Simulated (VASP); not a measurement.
Elastic constants (GPa) of a crystal from VASP with PBEsol GGA, VASP's PBE PAW potentials (set 64):

|  | xx | yy | zz | yz | xz | xy |
|---|---|---|---|---|---|---|
| xx | 113.0 | 58.7 | 58.7 | 0.0 | 0.0 | 0.0 |
| yy | 58.7 | 113.0 | 58.7 | 0.0 | 0.0 | 0.0 |
| zz | 58.7 | 58.7 | 113.0 | 0.0 | 0.0 | 0.0 |
| yz | 0.0 | 0.0 | 0.0 | 22.6 | 0.0 | 0.0 |
| xz | 0.0 | 0.0 | 0.0 | 0.0 | 22.6 | 0.0 |
| xy | 0.0 | 0.0 | 0.0 | 0.0 | 0.0 | 22.6 |

### Question
Work out the Voigt, Reuss and Hill moduli, Young's modulus and Poisson's ratio.

### Answer
All eigenvalues are positive (smallest 22.6 GPa), so the crystal is stable. K_V = (C11+C22+C33+2(C12+C13+C23))/9 = (339.0 + 2×176.1)/9 = 76.8 GPa; G_V = (339.0 − 176.1 + 3×67.8)/15 = 24.4 GPa. From the compliances, K_R = 76.8 GPa and G_R = 24.2 GPa. Hill: K = 76.8 GPa, G = 24.3 GPa, E = 9KG/(3K+G) = 66.0 GPa, ν = (3K−2G)/(2(3K+G)) = 0.357. K/G = 3.16, above Pugh's 1.75; universal anisotropy A^U = 0.04.

### Question
With a density of 7.95 g/cm³, what are the mean sound speeds?

### Answer
v_l = √((K+4G/3)/ρ) = 3.71 km/s and v_t = √(G/ρ) = 1.75 km/s. The crystal is PbF2 (fluorite), cubic.

The compound is PbF2 in the fluorite structure, the β form. It was relaxed first.
